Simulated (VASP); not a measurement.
# Si (Imma) in VASP: further runs, part 2 of 2

VASP 6.6.1. Earlier steps stand in the parts before.

## (3) Electrostatic potential, LDA

This run uses another cell than the first one, of 20.03 Å³/atom, 0.991 times its volume.

Input file INCAR:

```
SYSTEM = Si
PREC = Accurate
ENCUT = 520
EDIFF = 1E-7
ISMEAR = 0
SIGMA = 0.02
LREAL = .False.
LASPH = .True.
NELM = 80
ALGO = Fast
ISIF = 2
LWAVE = .False.
LCHARG = .True.
GGA = CA
LVHAR = .True.
```

Input file KPOINTS:

```
regular mesh
0
Gamma
  6 5 6
  0 0 0
```

Input file POSCAR:

```
Si                                      
1.0
    3.8596256218      0.0000000000      0.0000000000
    0.0000000000      5.4583349000      0.0000000000
    0.0000000000      0.0000000000      3.8033392323
  Si            
     4
Direct
     0.0000000000000000    0.9990643850640303    0.0000000000000000
     0.5000000000000000    0.4990643850640304    0.5000000000000000
     0.0000000000000000    0.2509356149359696    0.5000000000000000
     0.5000000000000000    0.7509356149359697    0.0000000000000000
```

Potentials or basis: VASP PAW LDA potentials, release 64 (Si).

The run is started by

```console
$ cat potpaw_LDA.64/Si/POTCAR > POTCAR
$ mpirun -np 1 vasp_std > vasp.out
```

OUTCAR:

```text
SYSTEM = Si
   PREC = Accurate
   ENCUT = 520
   EDIFF = 1E-7
   ISMEAR = 0
   LREAL = .False.
   LASPH = .True.
   NELM = 80
   ISIF = 2
   GGA = CA

 ion  position               nearest neighbor table
   1  0.000  0.999  0.000-   3 2.35   3 2.35   4 2.36   4 2.36
   2  0.500  0.499  0.500-   4 2.35   4 2.35   3 2.36   3 2.36
   3  0.000  0.251  0.500-   1 2.35   1 2.35   2 2.36   2 2.36
   4  0.500  0.751  0.000-   2 2.35   2 2.35   1 2.36   1 2.36

  LATTYP: Found a simple orthorhombic cell.
 ALAT       =     3.8033392323
 B/A-ratio  =     1.0147992030
 C/A-ratio  =     1.4351427960

  Lattice vectors:

 A1 = (   0.0000000000,   0.0000000000,   3.8033392323)
 A2 = (   3.8596256218,   0.0000000000,   0.0000000000)
 A3 = (   0.0000000000,   5.4583349000,   0.0000000000)

Analysis of symmetry for initial positions (statically):
=====================================================================
 Subroutine PRICEL returns following result:

  LATTYP: Found a body centered orthorhombic cell.
 ALAT       =     3.8033392323
 B/A-ratio  =     1.0147992030
 C/A-ratio  =     1.4351427960

  Lattice vectors:

[... 208 lines left out ...]
      8       5.8537      2.00000
      9       6.3004      0.00000
     10       6.5186      0.00000
     11       8.1990      0.00000
     12       8.2752      0.00000
[... 331 lines left out ...]
 k-point    24 :       0.5000    0.4000    0.1667
  band No.  band energies     occupation
      1      -3.6724      2.00000
      2      -3.6724      2.00000
      3      -1.0158      2.00000
      4      -1.0158      2.00000
      5       3.1431      2.00000
      6       3.1431      2.00000
      7       4.0798      2.00000
      8       4.0798      2.00000
      9       7.8961      0.00000
     10       7.8961      0.00000
     11       9.3777      0.00000
     12       9.3777      0.00000

 [... further k-points ...]

------------------------ aborting loop because EDIFF is reached ----------------------------------------

  FORCE on cell =-STRESS in cart. coord.  units (eV):
  Direction    XX          YY          ZZ          XY          YZ          ZX
  --------------------------------------------------------------------------------------
  -------------------------------------------------------------------------------------
  Total       -1.1273431     -1.0729958     -0.0036282      0.0000000      0.0000000      0.0000000
  in kB      -22.5421989    -21.4554782     -0.0725491      0.0000000      0.0000000      0.0000000
  external PRESSURE =     -14.6900754 kB  Pullay stress =       0.0000000 kB

 VOLUME and BASIS-vectors are now :
 -----------------------------------------------------------------------------
  energy-cutoff  :      520.00
  volume of cell :       80.13
      direct lattice vectors                 reciprocal lattice vectors
     3.859625622  0.000000000  0.000000000     0.259092487  0.000000000  0.000000000
     0.000000000  5.458334900  0.000000000     0.000000000  0.183206054  0.000000000
     0.000000000  0.000000000  3.803339232     0.000000000  0.000000000  0.262926849

 POSITION                                       TOTAL-FORCE (eV/Angst)
 -----------------------------------------------------------------------------------
      0.00000      5.45323      0.00000         0.000000     -0.000353      0.000000
      1.92981      2.72406      1.90167         0.000000     -0.000353      0.000000
      0.00000      1.36969      1.90167         0.000000      0.000353     -0.000000
      1.92981      4.09886      0.00000         0.000000      0.000353     -0.000000
 -----------------------------------------------------------------------------------
    total drift:                                0.000000     -0.000000      0.000000

  FREE ENERGIE OF THE ION-ELECTRON SYSTEM (eV)
  ---------------------------------------------------
  free  energy   TOTEN  =       -23.8108427508 eV

  energy  without entropy=      -23.8108427508  energy(sigma->0) =      -23.81084275
```

OSZICAR:

```text
N       E                     dE             d eps       ncg     rms          rms(c)
DAV:   1     0.293794733231E+02    0.29379E+02   -0.60976E+03  1152   0.106E+03
DAV:   2    -0.219929843341E+02   -0.51372E+02   -0.47224E+02  1604   0.141E+02
DAV:   3    -0.242956363247E+02   -0.23027E+01   -0.22731E+01  1472   0.289E+01
[... 12 lines left out ...]
RMM:  16    -0.238108409153E+02   -0.79635E-06   -0.19382E-06  1287   0.909E-03    0.125E-01
RMM:  17    -0.238108420665E+02   -0.11512E-05   -0.22231E-06  1302   0.102E-02    0.770E-02
RMM:  18    -0.238108424913E+02   -0.42486E-06   -0.57449E-07  1312   0.580E-03    0.434E-02
RMM:  19    -0.238108426566E+02   -0.16532E-06   -0.20298E-07   820   0.328E-03    0.201E-02
RMM:  20    -0.238108427508E+02   -0.94173E-07   -0.13613E-07   755   0.272E-03
   1 F= -.23810843E+02 E0= -.23810843E+02  d E =-.313390E-14
```

stdout:

```text
POSCAR found type information on POSCAR Si
 POSCAR found :  1 types and       4 ions
 scaLAPACK will be used
 LDA part: xc-table for (Slater(with rela. corr.)+CA(PZ))
 , standard interpolation
 POSCAR, INCAR and KPOINTS ok, starting setup
 FFT: planning ... GRIDC
 FFT: planning ... GRID_SOFT
 FFT: planning ... GRID
 WAVECAR not read
 entering main loop
```

It took 26 s on 1 thread of Intel Xeon 6975P-C (Granite Rapids), shared host; peak memory 0.16 GiB.

What came out:

```yaml
Free_energy: -23.8108 eV
Pressure: -1.5 GPa
Band_gap_on_the_k_mesh: 0.42 eV
```

Caveat: an odd mesh through Γ misses points on the zone boundary, where band edges often lie. As with any semilocal functional, this LDA gap is likely too small.
